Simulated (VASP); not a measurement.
Computed with PBE GGA, VASP's PBE PAW potentials (set 64) (plane waves; VASP).

The input files of a VASP run:

File KPOINTS:
```
Automatic mesh
0
Gamma
13 13 13
0 0 0
```

INCAR:
```
! general
SYSTEM  = CoGa
PREC    = Accurate
ENCUT   = 500   ! plane-wave cut-off (eV)
LREAL   = F   ! projection in real space or not
LASPH   = T   ! aspherical one-centre terms

! electronic loop
EDIFF   = 1E-6
NELM    = 100   ! most electronic steps
ALGO    = Normal
LMAXMIX = 4   ! l cut-off of mixed one-centre charges

! smearing
ISMEAR  = 1
SIGMA   = 0.1

! functional
GGA     = PE   ! PBE

! ions
IBRION  = 2   ! conjugate gradients
NSW     = 40   ! most ionic steps
ISIF    = 3
EDIFFG  = -0.02   ! ionic stop
PSTRESS = 50   ! kbar

! output
LWAVE   = F
LCHARG  = F
```

**POSCAR**
```
CoGa
1
    2.8572675949    -0.0000000000     0.0000000000
   -0.0000000000     2.8572675949    -0.0000000000
    0.0000000000    -0.0000000000     2.8572675949
Ga Co
1 1
Direct
  0.5000000000   0.5000000000   0.5000000000
  0.0000000000   0.0000000000   0.0000000000
```

POTCAR, in this order: Ga_d Co (PBE.64 set). Program: vasp_std.

The run wrote:

OSZICAR:
```
       N       E                     dE             d eps       ncg     rms          rms(c)
DAV:   1     0.944533031490E+02    0.94453E+02   -0.10738E+04  2696   0.257E+03
DAV:   2    -0.691912810040E+01   -0.10137E+03   -0.99272E+02  2597   0.342E+02
DAV:   3    -0.113726033941E+02   -0.44535E+01   -0.44302E+01  3003   0.783E+01
DAV:   4    -0.114394302787E+02   -0.66827E-01   -0.66818E-01  3478   0.883E+00
DAV:   5    -0.114409561935E+02   -0.15259E-02   -0.15259E-02  3128   0.115E+00    0.967E+00
DAV:   6    -0.123483404767E+02   -0.90738E+00   -0.21460E+01  2858   0.624E+01    0.109E+01
DAV:   7    -0.104939301604E+02    0.18544E+01   -0.87024E+00  2625   0.463E+01    0.188E+00
DAV:   8    -0.104744587727E+02    0.19471E-01   -0.23953E-01  3063   0.559E+00    0.620E-01
DAV:   9    -0.104688316695E+02    0.56271E-02   -0.17771E-02  3548   0.215E+00    0.125E-01
DAV:  10    -0.104685695851E+02    0.26208E-03   -0.56515E-04  3400   0.356E-01    0.630E-02
DAV:  11    -0.104685601636E+02    0.94215E-05   -0.55758E-05  3585   0.131E-01    0.112E-02
DAV:  12    -0.104685594297E+02    0.73386E-06   -0.25340E-06  2640   0.277E-02
   1 F= -.97405916E+01 E0= -.97409154E+01  d E =-.974059E+01
```

**OUTCAR**
```
------------------------ aborting loop because EDIFF is reached ----------------------------------------
  FORCE on cell =-STRESS in cart. coord.  units (eV):
  Direction    XX          YY          ZZ          XY          YZ          ZX
  --------------------------------------------------------------------------------------
  Total        0.7181415      0.7181415      0.7181415     -0.0000000      0.0000000     -0.0000000
  in kB       49.3250838     49.3250838     49.3250838     -0.0000000      0.0000000     -0.0000000
  external PRESSURE =      -0.6749162 kB  Pullay stress =      50.0000000 kB
  volume of cell :       23.33
      direct lattice vectors                 reciprocal lattice vectors
     2.857267595  0.000000000  0.000000000     0.349984720  0.000000000  0.000000000
     0.000000000  2.857267595  0.000000000     0.000000000  0.349984720  0.000000000
     0.000000000  0.000000000  2.857267595     0.000000000  0.000000000  0.349984720
 POSITION                                       TOTAL-FORCE (eV/Angst)
 -----------------------------------------------------------------------------------
      1.42863      1.42863      1.42863         0.000000      0.000000      0.000000
      0.00000      0.00000      0.00000         0.000000      0.000000      0.000000
 -----------------------------------------------------------------------------------
    total drift:                                0.000000      0.000000     -0.000000
  FREE ENERGIE OF THE ION-ELECTRON SYSTEM (eV)
  ---------------------------------------------------
  free  energy   TOTEN  =       -10.4685594297 eV

  energy  without entropy=      -10.4695306085  energy(sigma->0) =      -10.46888316
  enthalpy is  TOTEN    =        -9.7405916305 eV   P V=        0.7279677992

 reached required accuracy - stopping structural energy minimisation
```
(Selected blocks of OUTCAR.)

The compound is CoGa in the CsCl type structure. It was relaxed first under an external pressure of 5 GPa. The run is not spin-polarised, so no magnetic state was tried.
